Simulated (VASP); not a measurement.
# Relaxed cell of SiNi3: a test of cutoff and mesh, part 2 of 2

Aim: test the relaxed volume of SiNi3 against cutoff and mesh. The starting structure is a cell with measured lattice constants from the literature and the atomic positions of a computed structure of the Materials Project. The first relaxation on each setting starts from this cell expanded by 3 % in volume.

VASP 6.6.1.

Results so far: reference 10.36 Å³ an atom; a cutoff of 270 eV 10.24 Å³ an atom.

**4. Relaxation with a 6×6×6 mesh**

Level of this step: PBEsol, spin-polarised from a ferromagnetic start; plane waves and PAW (Ni, Si) (VASP).

Against step 2 the input has a 6×6×6 mesh. This run starts from the cell of an earlier relaxation, which isn't shown; the restart sets up the plane waves anew.

File INCAR:

```
SYSTEM = SiNi3
PREC = Accurate
ENCUT = 450
EDIFF = 1E-06
NELM = 100
ISMEAR = 1
SIGMA = 0.15
LREAL = .FALSE.
ALGO = Normal
GGA = PS
NBANDS = 27
ISPIN = 2
MAGMOM = 1 1 1 0
LASPH = .TRUE.
LMAXMIX = 4
LORBIT = 11
LWAVE = .FALSE.
LCHARG = .FALSE.
KPAR = 8
IBRION = 2
NSW = 50
ISIF = 3
EDIFFG = -0.006
```

File POSCAR:

```
SiNi3
1.0
    3.4613823541      0.0000000000      0.0000000000
    0.0000000000      3.4613823541      0.0000000000
    0.0000000000      0.0000000000      3.4613823541
Ni Si
3 1
Direct
    0.5000000000      0.0000000000      0.5000000000
    0.5000000000      0.5000000000      0.0000000000
    0.0000000000      0.5000000000      0.5000000000
    0.0000000000      0.0000000000      0.0000000000
```

File KPOINTS:

```
Automatic mesh
0
Gamma
6 6 6
0 0 0
```

Potentials, in the order of the species: Ni and Si (PBE family, release 64).

Launch:

```sh
$ mpirun -np 8 vasp_std
```

What it wrote:

```text
[... set-up lines as in an earlier step ...]
 entering main loop
       N       E                     dE             d eps       ncg     rms          rms(c)
DAV:   1     0.191407702032E+03    0.19141E+03   -0.13470E+04  2192   0.151E+03
DAV:   2    -0.182096760044E+02   -0.20962E+03   -0.19560E+03  2160   0.300E+02
DAV:   3    -0.301164120516E+02   -0.11907E+02   -0.11318E+02  2398   0.893E+01
DAV:   4    -0.303284209587E+02   -0.21201E+00   -0.21146E+00  2459   0.114E+01
[...]
DAV:  12    -0.262911879021E+02   -0.14926E-04   -0.13383E-04  2943   0.105E-01    0.463E-02
DAV:  13    -0.262911937883E+02   -0.58862E-05   -0.10618E-05  2400   0.448E-02    0.114E-02
DAV:  14    -0.262911935358E+02    0.25252E-06   -0.11524E-06  2013   0.109E-02
   1 F= -.26291194E+02 E0= -.26292234E+02  d E =-.262912E+02  mag=     0.0001
[...]
reached required accuracy - stopping structural energy minimisation
```

The job ended after 4 s (8 MPI ranks of Intel Xeon 6975P-C (Granite Rapids), shared host; peak memory 1.2 GiB; 28 s of CPU time).

OUTCAR, selected parts (step 4):

```text
  Total       -0.0142238     -0.0142238     -0.0142238      0.0000000      0.0000000     -0.0000000
  in kB       -0.5495134     -0.5495134     -0.5495134      0.0000000      0.0000000     -0.0000000
  external PRESSURE =      -0.5495134 kB  Pullay stress =       0.0000000 kB

 POSITION                                       TOTAL-FORCE (eV/Angst)
 -----------------------------------------------------------------------------------
      1.73069      0.00000      1.73069         0.000000      0.000000      0.000000
      1.73069      1.73069      0.00000         0.000000      0.000000      0.000000
      0.00000      1.73069      1.73069         0.000000      0.000000      0.000000
      0.00000      0.00000      0.00000         0.000000      0.000000      0.000000
 -----------------------------------------------------------------------------------
    total drift:                                0.000000     -0.000000     -0.000000

  FREE ENERGIE OF THE ION-ELECTRON SYSTEM (eV)
  ---------------------------------------------------
  free  energy   TOTEN  =       -26.2911935358 eV

  energy  without entropy=      -26.2943134696  energy(sigma->0) =      -26.29223351

 magnetization (x)
# of ion       s       p       d       tot
------------------------------------------
    1       -0.000  -0.000   0.000   0.000
    2       -0.000  -0.000   0.000   0.000
    3       -0.000  -0.000   0.000   0.000
    4       -0.000  -0.000   0.000  -0.000
--------------------------------------------------
tot         -0.000  -0.000   0.001   0.000

[... 1 part as in an earlier step ...]

[... 3 further parts left out ...]
[key lines of the parts left out:]
E-fermi :  11.0894
```

With a 6×6×6 mesh the cell ends at 10.368 Å³ an atom, +0.05 % from the reference.

**5. Relaxation with a cutoff of 600 eV**

Against step 2 the input has ENCUT = 600. This run starts from the cell of an earlier relaxation, which isn't shown; the restart sets up the plane waves anew.

INCAR: that of step 4 with these lines changed.

```diff
@@ -2,3 +2,3 @@
 PREC = Accurate
-ENCUT = 450
+ENCUT = 600
 EDIFF = 1E-06
```

File POSCAR:

```
SiNi3
1.0
    3.4606422904      0.0000000000      0.0000000000
    0.0000000000      3.4606422904      0.0000000000
    0.0000000000      0.0000000000      3.4606422904
Ni Si
3 1
Direct
    0.5000000000      0.0000000000      0.5000000000
    0.5000000000      0.5000000000      0.0000000000
    0.0000000000      0.5000000000      0.5000000000
    0.0000000000      0.0000000000      0.0000000000
```

File KPOINTS:

```
Automatic mesh
0
Gamma
10 10 10
0 0 0
```

Launch:

```sh
$ mpirun -np 8 vasp_std
```

What it wrote:

```text
[... set-up lines as in an earlier step ...]
 entering main loop
       N       E                     dE             d eps       ncg     rms          rms(c)
DAV:   1     0.216560714130E+03    0.21656E+03   -0.16234E+04  6176   0.186E+03
DAV:   2    -0.162410657736E+02   -0.23280E+03   -0.21760E+03  6054   0.337E+02
DAV:   3    -0.300691584170E+02   -0.13828E+02   -0.13088E+02  6677   0.102E+02
DAV:   4    -0.303256827212E+02   -0.25652E+00   -0.25578E+00  6788   0.131E+01
[...]
DAV:  13    -0.262920440333E+02    0.27325E-05   -0.11683E-05  7282   0.416E-02    0.175E-02
DAV:  14    -0.262920406677E+02    0.33656E-05   -0.17260E-06  6150   0.147E-02    0.788E-03
DAV:  15    -0.262920402601E+02    0.40761E-06   -0.81481E-07  3558   0.111E-02
   1 F= -.26292040E+02 E0= -.26292510E+02  d E =-.262920E+02  mag=     0.0004
[...]
N       E                     dE             d eps       ncg     rms          rms(c)
DAV:   1    -0.262927648172E+02   -0.72415E-03   -0.59023E-03  6411   0.117E+00    0.238E-01
DAV:   2    -0.262926766161E+02    0.88201E-04   -0.47886E-03  7215   0.130E+00    0.182E-01
DAV:   3    -0.262920461767E+02    0.63044E-03   -0.13226E-03  7245   0.693E-01    0.376E-02
DAV:   4    -0.262920238537E+02    0.22323E-04   -0.27567E-05  6942   0.459E-02    0.718E-03
DAV:   5    -0.262920233808E+02    0.47290E-06   -0.10474E-06  5072   0.120E-02
   2 F= -.26292023E+02 E0= -.26292495E+02  d E =0.168792E-04  mag=     0.0000
 trial-energy change:    0.000017  1 .order    0.000012   -0.000034    0.000059
 step:   0.3038(harm=  0.3648)  dis= 0.00000  next Energy=   -26.292045 (dE=-0.498E-05)
[...]
N       E                     dE             d eps       ncg     rms          rms(c)
DAV:   1    -0.262923971390E+02   -0.37329E-03   -0.28217E-03  6399   0.812E-01    0.166E-01
DAV:   2    -0.262923587601E+02    0.38379E-04   -0.23126E-03  7214   0.903E-01    0.127E-01
DAV:   3    -0.262920532933E+02    0.30547E-03   -0.63944E-04  7227   0.482E-01    0.261E-02
DAV:   4    -0.262920435404E+02    0.97530E-05   -0.13004E-05  6935   0.321E-02    0.498E-03
DAV:   5    -0.262920431942E+02    0.34618E-06   -0.43431E-07  3975   0.815E-03
   3 F= -.26292043E+02 E0= -.26292513E+02  d E =-.293409E-05  mag=     0.0000
[...]
reached required accuracy - stopping structural energy minimisation
```

It took 18 s on 8 MPI ranks; peak memory 2.1 GiB; 2.4 min of CPU time.

OUTCAR, selected parts (step 5):

```text
  Total        0.0057140      0.0057140      0.0057140      0.0000000     -0.0000000     -0.0000000
  in kB        0.2208177      0.2208177      0.2208177      0.0000000     -0.0000000     -0.0000000
  external PRESSURE =       0.2208177 kB  Pullay stress =       0.0000000 kB

 POSITION                                       TOTAL-FORCE (eV/Angst)
 -----------------------------------------------------------------------------------
      1.73051     -0.00000      1.73051        -0.000000     -0.000000      0.000000
      1.73051      1.73051      0.00000         0.000000      0.000000      0.000000
     -0.00000      1.73051      1.73051        -0.000000     -0.000000      0.000000
      0.00000      0.00000      0.00000         0.000000      0.000000      0.000000
 -----------------------------------------------------------------------------------
    total drift:                                0.000000      0.000000      0.000000

  FREE ENERGIE OF THE ION-ELECTRON SYSTEM (eV)
  ---------------------------------------------------
  free  energy   TOTEN  =       -26.2920431942 eV

  energy  without entropy=      -26.2934540038  energy(sigma->0) =      -26.29251346

 magnetization (x)
# of ion       s       p       d       tot
------------------------------------------
    1       -0.000   0.000   0.000   0.000
    2       -0.000   0.000   0.000   0.000
    3       -0.000   0.000   0.000   0.000
    4       -0.000  -0.000   0.000  -0.000
--------------------------------------------------
tot         -0.000  -0.000   0.000   0.000

[... 2 parts as in an earlier step ...]

[... 2 further parts left out ...]
[key lines of the parts left out:]
E-fermi :  11.0782
```

With a cutoff of 600 eV the cell ends at 10.365 Å³ an atom, +0.02 % from the reference.

**6. Relaxation with a 14×14×14 mesh**

Against step 2 the input has a 14×14×14 mesh. This run starts from the cell of an earlier relaxation, which isn't shown; the restart sets up the plane waves anew.

INCAR: that of step 5 with these lines changed.

```diff
@@ -2,3 +2,3 @@
 PREC = Accurate
-ENCUT = 600
+ENCUT = 450
 EDIFF = 1E-06
```

File POSCAR:

```
SiNi3
1.0
    3.4611712425      0.0000000000      0.0000000000
    0.0000000000      3.4611712425      0.0000000000
    0.0000000000      0.0000000000      3.4611712425
Ni Si
3 1
Direct
    0.5000000000      0.0000000000      0.5000000000
    0.5000000000      0.5000000000      0.0000000000
    0.0000000000      0.5000000000      0.5000000000
    0.0000000000      0.0000000000      0.0000000000
```

File KPOINTS:

```
Automatic mesh
0
Gamma
14 14 14
0 0 0
```

Launch:

```sh
$ mpirun -np 8 vasp_std
```

What it wrote:

```text
[... set-up lines as in an earlier step ...]
 entering main loop
       N       E                     dE             d eps       ncg     rms          rms(c)
DAV:   1     0.189854736361E+03    0.18985E+03   -0.13506E+04 13280   0.150E+03
DAV:   2    -0.188035637105E+02   -0.20866E+03   -0.19474E+03 12975   0.299E+02
DAV:   3    -0.301269313208E+02   -0.11323E+02   -0.10783E+02 14313   0.881E+01
DAV:   4    -0.303254310527E+02   -0.19850E+00   -0.19803E+00 14630   0.111E+01
[...]
DAV:  13    -0.262922252506E+02    0.18043E-05   -0.94860E-06 15105   0.364E-02    0.163E-02
DAV:  14    -0.262922228213E+02    0.24294E-05   -0.15232E-06 12559   0.119E-02    0.804E-03
DAV:  15    -0.262922225463E+02    0.27495E-06   -0.62168E-07  7117   0.959E-03
   1 F= -.26292223E+02 E0= -.26292769E+02  d E =-.262922E+02  mag=     0.0003
[...]
reached required accuracy - stopping structural energy minimisation
```

It took 11 s on 8 MPI ranks; peak memory 2.1 GiB.

From OUTCAR (step 6):

```text
  Total       -0.0114321     -0.0114321     -0.0114321     -0.0000000     -0.0000000      0.0000000
  in kB       -0.4417393     -0.4417393     -0.4417393     -0.0000000     -0.0000000      0.0000000
  external PRESSURE =      -0.4417393 kB  Pullay stress =       0.0000000 kB

 POSITION                                       TOTAL-FORCE (eV/Angst)
 -----------------------------------------------------------------------------------
      1.73059      0.00000      1.73059         0.000000      0.000000      0.000000
      1.73059      1.73059      0.00000         0.000000      0.000000      0.000000
      0.00000      1.73059      1.73059         0.000000      0.000000      0.000000
      0.00000      0.00000      0.00000         0.000000      0.000000      0.000000
 -----------------------------------------------------------------------------------
    total drift:                                0.000000     -0.000000     -0.000000

  FREE ENERGIE OF THE ION-ELECTRON SYSTEM (eV)
  ---------------------------------------------------
  free  energy   TOTEN  =       -26.2922225463 eV

  energy  without entropy=      -26.2938628423  energy(sigma->0) =      -26.29276931

[... 2 parts as in an earlier step ...]

[... 3 further parts left out ...]
[key lines of the parts left out:]
E-fermi :  11.0830
```

With a 14×14×14 mesh the cell ends at 10.366 Å³ an atom, +0.03 % from the reference.

**7. Comparison**

```
               run  volume (Å³/atom)  change (%)  pressure left (GPa)  core minutes
         reference            10.363           -                 0.01          4.69
a cutoff of 270 eV            10.242       -1.17                 0.04          3.09
      a 6×6×6 mesh            10.368        0.05                -0.05          3.47
a cutoff of 600 eV            10.365        0.02                 0.02          7.25
   a 14×14×14 mesh            10.366        0.03                -0.04          10.5
```

Core minutes are wall time times ranks, summed over the relaxations behind a row (those for a bulk modulus apart), on shared hosts.

**8. Outcome**

```json
{
 "volume of the reference": "10.36 Å³/atom",
 "volume against the reference, a cutoff of 270 eV": "-1.17 %",
 "volume against the reference, a 6×6×6 mesh": "+0.05 %",
 "volume against the reference, a cutoff of 600 eV": "+0.02 %",
 "volume against the reference, a 14×14×14 mesh": "+0.03 %"
}
```

The volume moves most with a cutoff of 270 eV: -1.17 % against the reference (450 eV, 10×10×10 mesh). On finer settings it changes by +0.02 % with a cutoff of 600 eV and +0.03 % with a 14×14×14 mesh. The relaxations stop with up to 0.05 GPa left, which at a bulk modulus of 50 GPa, to name a scale, is 0.11 % of the volume. That understates it: a restart alone still moved the volume by up to 0.8 %. A cell that shrinks at the lower cutoff is the usual mark of Pulay stress, the error that a plane-wave basis makes when it is kept while the volume changes. Further runs on this material are not shown.

[Lines on the potential files, build, host, timing and source positions are cut from VASP's logs without a mark.]

[Logs are printed without paths, hosts, clocks, repeated set-up lines and the standing remarks that a program may print on its own settings, such as how far it seeks lower states.]

[Hosts, paths, dates, database ids (printed as entryN), source tags and the programs' standing remarks are cut or masked in the printed files.]
